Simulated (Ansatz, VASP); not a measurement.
Si2B2C in VASP and in Ansatz

Contents of INCAR:

```
SYSTEM = Si2B2C
ALGO = Normal
EDIFF = 1E-7
ENCUT = 520
GGA = PE
ISIF = 2
ISMEAR = 0
LASPH = .TRUE.
LCHARG = .FALSE.
LREAL = .FALSE.
LWAVE = .FALSE.
NBANDS = 17
NELM = 100
PREC = Accurate
SIGMA = 0.1
```

Contents of KPOINTS:

```
k-points
0
G
  4 4 6
  0 0 0
```

POSCAR

```
Si2B2C
1.0
    4.4296768200      0.0000000000      0.0000000000
    0.0000000000      4.4296768200      0.0000000000
    0.0000000000      0.0000000000      2.9708390400
Si B C
2 2 1
Direct
    0.5000000000      0.0000000000      0.5000000000
    0.0000000000      0.5000000000      0.5000000000
    0.0000000000      0.0000000000      0.0000000000
    0.5000000000      0.5000000000      0.5000000000
    0.0000000000      0.0000000000      0.5000000000
```

Input for Ansatz:

```yaml
crystal:
  lattice:
    - [4.42967682, 0.0, 0.0]
    - [0.0, 4.42967682, 0.0]
    - [0.0, 0.0, 2.97083904]
  atoms:
    - { symbol: Si, position: [0.5, 0.0, 0.5] }
    - { symbol: Si, position: [0.0, 0.5, 0.5] }
    - { symbol: B, position: [0.0, 0.0, 0.0] }
    - { symbol: B, position: [0.5, 0.5, 0.5] }
    - { symbol: C, position: [0.0, 0.0, 0.5] }
basis:
  ecutwfc: 420
kpoints:
  mp_grid: { grid: [4, 4, 6] }
hamiltonian:
  xc: pbe
scf:
  occupations: { method: gaussian, width: 0.1 }
  lower_state_search: "off"
output:
  forces: true
  stress: true
  eigenvalues: true
```

Alike in both runs: task single point; functional PBE; k mesh 4 × 4 × 6; occupations gaussian, width 0.1 eV; no spin polarisation.

|  | VASP | Ansatz |
| --- | --- | --- |
| version | VASP 6.6.1 | Ansatz 0.2.0 |
| potentials or method | VASP PAW PBE potentials, release 64 (Si, B, C) | scalar-relativistic, plane waves, PAW |
| plane-wave cutoff (eV) | 520 | 420 |
| valence electrons in the cell | 18 | 18 |

|  | VASP | Ansatz | Ansatz less VASP |
| --- | --- | --- | --- |
| gap on the k mesh at the Fermi level (eV) | none | none | - |
| pressure (GPa) | -11.5 | -11.6 | -0.02 |
| largest component of the traceless stress (GPa) | 3.44 | 3.42 | -0.017 |

A gap of «none» marks a metal or a gap that the smearing closes.
